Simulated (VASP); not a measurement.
Level of theory: PBE GGA, VASP's PBE PAW potentials (set 64) (plane waves; VASP 6.6.1).

Input for VASP

File POSCAR:
```
ReSe2
1
    1.6790610000     0.9694060000     6.5010760000
   -1.6790610000     0.9694060000     6.5010760000
    0.0000000000    -1.9388130000     6.5010760000
Re Se
1 2
Direct
  0.0118180000   0.0035290000  -0.0097160000
  0.7627520000   0.7439050000   0.7415210000
  0.5587300000   0.5858660000   0.6014950000
```

**INCAR**
```
ALGO = Normal
EDIFF = 1E-6
ENCUT = 300
GGA = PE
ISIF = 2
ISMEAR = 0
LASPH = T
LCHARG = F
LMAXMIX = 6
LREAL = F
LWAVE = F
NELM = 100
PREC = Accurate
SIGMA = 0.1
SYSTEM = ReSe2
```

File KPOINTS:
```
Automatic mesh
0
Gamma
4 4 4
0 0 0
```

POTCAR, in this order: Re Se (PBE.64 set). Program: vasp_std.

Q: What will the output report for the number of irreducible k-points (NKPTS), largest plane-wave count, number of space-group operations, FFT grid (NGX, NGY, NGZ)?

A: 
```
Item                                          Result
--------------------------------------  ------------
number of irreducible k-points (NKPTS)            36
largest plane-wave count                         759
number of space-group operations                   1
FFT grid (NGX, NGY, NGZ)                40 × 40 × 40
```

The structure was generated: ReSe2 was put into an ordered model structure, which need not be its known phase. The cell was not relaxed at this level, atoms are displaced from their ideal sites. The k-mesh is coarse (spacing up to 0.55 per Å, 2π included), so the numbers may not be converged in it. The electron count is odd and the run is not spin-polarised, which forces a metal.
